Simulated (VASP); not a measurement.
# GeCN2 (R-3m) in VASP: single point with PBE+D3(BJ)

Aim: the single point of GeCN2 with PBE+D3(BJ).

All numbers are computed with VASP 6.6.1; they aren't measurements. Logs are shortened: lines on timing, memory, paths and dates and some standing lists are left out, and cuts for length are marked.

**1. The crystal as given**

Symmetry: R-3m, No. 166, trigonal system. The conventional cell has a = 3.588 Å, b = 3.588 Å, c = 14.766 Å, α = 90.00°, β = 90.00°, γ = 120.00°. Ge (site symmetry -3m) is surrounded by 6 N at 2.40 Å. Around C (site symmetry -3m) lie 2 N at 1.24 Å. N (site symmetry 3m) has 1 C at 1.24 Å as nearest neighbours.

The cell comes from a database or a generator and needn't be the stable form of this composition.

**2. Single point, PBE+D3(BJ)**

INCAR reads:

```
SYSTEM = GeCN2
  PREC = Accurate
  ENCUT = 520
  EDIFF = 1E-7
  ISMEAR = 0
  SIGMA = 0.05
  LREAL = .FALSE.
  LASPH = .TRUE.
  NELM = 80
  ALGO = Normal
  ISIF = 2
  LWAVE = .FALSE.
  LCHARG = .TRUE.
  GGA = PE
  IVDW = 12
  LELF = .TRUE.
  LVHAR = .TRUE.
  NBANDS = 22
```

KPOINTS reads:

```
regular mesh
0
G
  9 9 9
  0 0 0
```

POSCAR reads:

```
GeCN2
1.0
    1.7937903697      1.0356453528      4.9219572124
   -1.7937903697      1.0356453528      4.9219572124
    0.0000000000     -2.0712907057      4.9219572124
Ge C N
1 1 2
Direct
    0.0000000000      0.0000000000      0.0000000000
    0.5000000000      0.5000000000      0.5000000000
    0.4160956000      0.4160956000      0.4160956000
    0.5839044000      0.5839044000      0.5839044000
```

Potentials or basis: VASP PAW PBE potentials, release 64 (Ge_d, C, N).

The run is started by

```console
$ cat potpaw_PBE.64/Ge_d/POTCAR potpaw_PBE.64/C/POTCAR potpaw_PBE.64/N/POTCAR > POTCAR
$ mpirun -np 1 vasp_std > vasp.out
```

OUTCAR:

```text
SYSTEM = GeCN2
   PREC = Accurate
   ENCUT = 520
   EDIFF = 1E-7
   ISMEAR = 0
   LREAL = .FALSE.
   LASPH = .TRUE.
   NELM = 80
   ISIF = 2
   GGA = PE
   IVDW = 12
 IVDW          = 12

 ion  position               nearest neighbor table
   1  0.000  0.000  0.000-
   2  0.500  0.500  0.500-   3 1.24   4 1.24
   3  0.416  0.416  0.416-   2 1.24
   4  0.584  0.584  0.584-   2 1.24

  LATTYP: Found a trigonal (rhomboedric) cell.
 ALAT       =     5.3400288377
 COS(alpha) =     0.7743235887

  Lattice vectors:

 A1 = (   1.7937903697,   1.0356453528,   4.9219572124)
 A2 = (  -1.7937903697,   1.0356453528,   4.9219572124)
 A3 = (   0.0000000000,  -2.0712907057,   4.9219572124)

Analysis of symmetry for initial positions (statically):
=====================================================================
 Subroutine PRICEL returns:
 Original cell was already a primitive cell.

 Routine SETGRP: Setting up the symmetry group for a
 trigonal (rhombohedral) supercell.

 Subroutine GETGRP returns: Found 12 space group operations
 (whereof 12 operations were pure point group operations)
 out of a pool of 12 trial point group operations.

The static configuration has the point symmetry D_3d.

Analysis of symmetry for dynamics (positions and initial velocities):
=====================================================================
 Subroutine PRICEL returns:
 Original cell was already a primitive cell.

 Routine SETGRP: Setting up the symmetry group for a
 trigonal (rhombohedral) supercell.

 Subroutine GETGRP returns: Found 12 space group operations
 (whereof 12 operations were pure point group operations)
 out of a pool of 12 trial point group operations.

The dynamic configuration has the point symmetry D_3d.

 Subroutine INISYM returns: Found 12 space group operations
 (whereof 12 operations are pure point group operations),
 and found     1 'primitive' translations

----------------------------------------------------------------------------------------

                                     Primitive cell

  volume of cell :      54.8620

  direct lattice vectors                    reciprocal lattice vectors
     1.793790370  1.035645353  4.921957212     0.278739371  0.160930251  0.067723737
    -1.793790370  1.035645353  4.921957212    -0.278739371  0.160930251  0.067723737
     0.000000000 -2.071290706  4.921957212     0.000000000 -0.321860502  0.067723737

[... 86 lines left out ...]
   NELM   =     80;   NELMIN=  2; NELMDL= -5     # of ELM steps
   EDIFF  = 0.1E-06   stopping-criterion for ELM
   LREAL  =      F    real-space projection
   EDIFFG = 0.1E-05   stopping-criterion for IOM
   NSW    =      0    number of steps for IOM
   IBRION =     -1    ionic relax: 0-MD 1-quasi-New 2-CG
   NFREE  =      0    steps in history (QN), initial steepest desc. (CG)
   ISIF   =      2    stress and relaxation
   ISYM   =      2    0-nonsym 1-usesym 2-fastsym
   POTIM  = 0.5000    time-step for ionic-motion
   TEBEG  =    0.0;   TEEND  =   0.0 temperature during run
   PSTRESS=    0.0 pullay stress
   NELECT =      28.0000    total number of electrons
   NUPDOWN=      -1.0000    fix difference up-down
   EMIN   =  10.00;   EMAX   =-10.00  energy-range for DOS
   EFERMI =   0.00;   METHOD = LEGACY
   ISMEAR =     0;   SIGMA  =   0.05  broadening in eV -4-tet -1-fermi 0-gaus
   EFERMI_NEDOS =   21; number of points for ismear=-14 and -15
   IALGO  =     38    algorithm
   IMIX   =      4    mixing-type and parameters
     AMIX     =   0.40;   BMIX     =  1.00
     AMIX_MAG =   1.60;   BMIX_MAG =  1.00
  volume/ion in A,a.u.               =      13.72        92.56
  Fermi-wavevector in a.u.,A,eV,Ry     =   1.308289  2.472307 23.287992  1.711619
  Thomas-Fermi vector in A             =   2.438966
   LORBIT       =      0    0 simple, 1 ext, 2 COOP (PROOUT), +10 PAW based schemes
   GGA     = PE    functional components
   LHFCALC =     F    Hartree Fock is set to
   AEXX    =    0.0000 exact exchange contribution
   IVDW    =    12    specifies the selected vdW correction
   LEPSILON=     F    determine dielectric tensor
   LRPA    =     F    only Hartree local field effects (RPA)
 non-spin polarized calculation
 Gauss-broadening in eV      SIGMA  =   0.05
  energy-cutoff  :      520.00
  volume of cell :       54.86
 maximum number of plane-waves:      1503
   NGX = 19   NGY = 19   NGZ = 19

 number of electron      28.0000006 magnetization

 Free energy of the ion-electron system (eV)
  ---------------------------------------------------
  ext. energy  EPLUGINS =         0.00000000
  ---------------------------------------------------
  free energy    TOTEN  =       -29.16593738 eV

  energy without entropy =      -29.16593738  energy(sigma->0) =      -29.16593738

 E-fermi :   3.7685     XC(G=0):  -9.6732

 val. band max:        3.5231943278   @ k =  -0.4444  -0.4444   0.2222
 cond. band min:       4.6408711038   @ k =   0.4444   0.4444   0.4444
 fundamental gap:      1.1176767760
 Fermi energy:         3.7685354516

 k-point     1 :       0.0000    0.0000    0.0000
  band No.  band energies     occupation
      1     -21.2057      2.00000
      2     -21.2016      2.00000
      3     -21.2016      2.00000
      4     -21.1919      2.00000
      5     -21.1919      2.00000
      6     -15.7161      2.00000
[... 589 lines left out ...]
     21      12.6535      0.00000
     22      15.6531      0.00000

 [... further k-points ...]

------------------------ aborting loop because EDIFF is reached ----------------------------------------

 Edisp (eV)   -0.68616

 E8    (eV) :    -0.2364

  FORCE on cell =-STRESS in cart. coord.  units (eV):
  Direction    XX          YY          ZZ          XY          YZ          ZX
  --------------------------------------------------------------------------------------
  -------------------------------------------------------------------------------------
  Total       1.26693     1.26693     0.80401     0.00000    -0.00000     0.00000
  in kB      36.99911    36.99911    23.48004     0.00000    -0.00000     0.00000
  external pressure =       32.49 kB  Pullay stress =        0.00 kB

 VOLUME and BASIS-vectors are now :
 -----------------------------------------------------------------------------
  energy-cutoff  :      520.00
  volume of cell :       54.86
      direct lattice vectors                 reciprocal lattice vectors
     1.793790370  1.035645353  4.921957212     0.278739371  0.160930251  0.067723737
    -1.793790370  1.035645353  4.921957212    -0.278739371  0.160930251  0.067723737
     0.000000000 -2.071290706  4.921957212     0.000000000 -0.321860502  0.067723737

 POSITION                                       TOTAL-FORCE (eV/Angst)
 -----------------------------------------------------------------------------------
      0.00000      0.00000      0.00000         0.000000      0.000000     -0.000000
      0.00000     -0.00000      7.38294        -0.000000      0.000000     -0.000000
      0.00000     -0.00000      6.14401         0.000000     -0.000000      0.405154
      0.00000     -0.00000      8.62186         0.000000      0.000000     -0.405154
 -----------------------------------------------------------------------------------
    total drift:                               -0.000000      0.000000     -0.000000

  FREE ENERGIE OF THE ION-ELECTRON SYSTEM (eV)
  ---------------------------------------------------
  free  energy   TOTEN  =       -29.8520970649 eV

  energy  without entropy=      -29.8520970649  energy(sigma->0) =      -29.85209706
```

OSZICAR:

```text
N       E                     dE             d eps       ncg     rms          rms(c)
DAV:   1     0.228555601132E+03    0.22856E+03   -0.13892E+04  4664   0.254E+03
DAV:   2     0.181788612968E+01   -0.22674E+03   -0.21188E+03  4298   0.692E+02
DAV:   3    -0.310727847114E+02   -0.32891E+02   -0.32486E+02  4502   0.142E+02
DAV:   4    -0.325215009334E+02   -0.14487E+01   -0.14474E+01  4212   0.330E+01
DAV:   5    -0.325523943870E+02   -0.30893E-01   -0.30892E-01  4542   0.521E+00    0.107E+01
DAV:   6    -0.292813868766E+02    0.32710E+01   -0.74431E+00  5258   0.224E+01    0.487E+00
DAV:   7    -0.291838106999E+02    0.97576E-01   -0.97516E-01  4580   0.610E+00    0.279E+00
DAV:   8    -0.291647400773E+02    0.19071E-01   -0.10350E-01  4328   0.256E+00    0.103E+00
DAV:   9    -0.291647854179E+02   -0.45341E-04   -0.12045E-02  4280   0.791E-01    0.213E-01
DAV:  10    -0.291657270234E+02   -0.94161E-03   -0.13383E-03  4268   0.324E-01    0.876E-02
DAV:  11    -0.291659264787E+02   -0.19946E-03   -0.29515E-04  4200   0.156E-01    0.143E-02
DAV:  12    -0.291659362889E+02   -0.98102E-05   -0.45076E-05  4784   0.933E-02    0.788E-03
DAV:  13    -0.291659374818E+02   -0.11929E-05   -0.57707E-06  4190   0.174E-02    0.420E-03
DAV:  14    -0.291659373531E+02    0.12868E-06   -0.87229E-07  4810   0.988E-03    0.102E-03
DAV:  15    -0.291659373823E+02   -0.29262E-07   -0.13527E-07  3356   0.356E-03
   1 F= -.29852097E+02 E0= -.29852097E+02  d E =-.811617E-14
```

stdout:

```text
POSCAR found type information on POSCAR GeC N
 POSCAR found :  3 types and       4 ions
 scaLAPACK will be used
 LDA part: xc-table for (Slater+PW92), standard interpolation
 POSCAR, INCAR and KPOINTS ok, starting setup
 FFT: planning ... GRIDC
 FFT: planning ... GRID_SOFT
 FFT: planning ... GRID
 WAVECAR not read
 entering main loop
```

It took 1.7 min on 1 thread of Intel Xeon Platinum 8488C (Sapphire Rapids), shared host; peak memory 0.3 GiB.

What came out:

```yaml
Free_energy: -29.8521 eV
Pressure: 3.2 GPa
Largest_force: 0.405 eV/Å
Band_gap_on_the_k_mesh: 1.12 eV, indirect (least direct gap 1.96 eV)
Dispersion_energy_per_atom: -0.172 eV
```

Forces on the atoms (eV/Å):
```
Ge   0.000  0.000  0.000
C    0.000  0.000  0.000
N    0.000  0.000  0.405
N    0.000  0.000 -0.405
```

Levels at points of the mesh, in eV from the valence-band top:
| k point | band 10 | band 11 | band 12 | band 13 | band 14 | band 15 | band 16 | band 17 | band 18 | band 19 |
| --- | --- | --- | --- | --- | --- | --- | --- | --- | --- | --- |
| (0.00, 0.00, 0.00) | -5.17 | -5.17 | -2.11 | -1.88 | -1.88 | 2.53 | 3.28 | 3.28 | 5.09 | 7.27 |

Caveat: the standard files for N, O and F lose accuracy on very short bonds; an odd mesh through Γ misses points on the zone boundary, where band edges often lie. Expect the measured gap to be larger: semilocal functionals such as PBE lack the derivative discontinuity.
